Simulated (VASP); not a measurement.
```xyz
2
Lattice="1.1688 -1.9896 0.0000 1.1688 1.9896 0.0000 0.0000 0.0000 3.5426" Properties=species:S:1:pos:R:3 pbc="T T T"
Be     1.1688     0.6632     0.8856
Be     1.1952    -0.6632     2.6569
```
Cell charge +0.1.

Level of theory: PBE GGA, VASP's PBE PAW potentials (set 64) (plane waves; VASP). Numerical set-up: NELECT = 3.9, 400 eV cut-off, 16×16×9 Γ-centred mesh, Gaussian smearing of 0.050 eV, potentials Be.

The cell is charged, with a uniform compensating background.

**Question.** Give the force on each atom (eV/Å).

**Answer.** 
```tsv
atom	Fx	Fy	Fz
Be1	0.089	0.057	0.000
Be2	-0.089	-0.057	0.000
```

**Question.** Give the stress tensor in GPa (positive for a compressed cell).

**Answer.** 
```
-15.93   -0.79    0.00
 -0.79  -12.82    0.00
  0.00    0.00   -5.65
```
The pressure is its mean diagonal, -11.47 GPa.

The compound is Be in the hcp structure. The cell was not relaxed at this level, atoms are displaced from their ideal sites. The run is one of a series of settings (ISMEAR = 0, NELECT = 3.9, SIGMA = 0.05 against the base run), some of them coarse on purpose.
